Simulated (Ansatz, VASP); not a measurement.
## One calculation of TlSi3, two programs

```
Tl Si
1.0
     6.83996    0.00000    0.00000
    -3.41998    5.92358    0.00000
     0.00000    0.00000    4.40597
Tl Si
2 6
Direct
  0.33333 0.66667 0.25000
  0.66667 0.33333 0.75000
  0.87787 0.75574 0.25000
  0.12213 0.87787 0.75000
  0.24426 0.12213 0.25000
  0.12213 0.24426 0.75000
  0.87787 0.12213 0.25000
  0.75574 0.87787 0.75000
```

Alike in both runs: functional PBE; k mesh 3 × 3 × 4; occupations gaussian, width 0.1 eV; no spin polarisation.

Ansatz relaxed the structure, and its values are those at the end. VASP's run is a single point on that final structure, the one shown.

|  | VASP | Ansatz |
| --- | --- | --- |
| version | VASP 6.6.1 | Ansatz 0.2.0 |
| potentials or method | VASP PAW PBE potentials, release 64 (Tl_d, Si) | scalar-relativistic, plane waves, PAW |
| plane-wave cutoff (eV) | 520 | 420 |
| valence electrons in the cell | 50 | 50 |

|  | VASP | Ansatz | Ansatz less VASP |
| --- | --- | --- | --- |
| gap on the k mesh at the Fermi level (eV) | none | none | - |
| pressure (GPa) | 0.1 | 0.1 | +0.04 |
| rms of the force components (eV/Å) | 0.002 | 0.008 | +0.0061 |

A gap of «none» marks a metal or a gap that the smearing closes.

Spin-orbit coupling is left out, which matters for the levels of Tl.
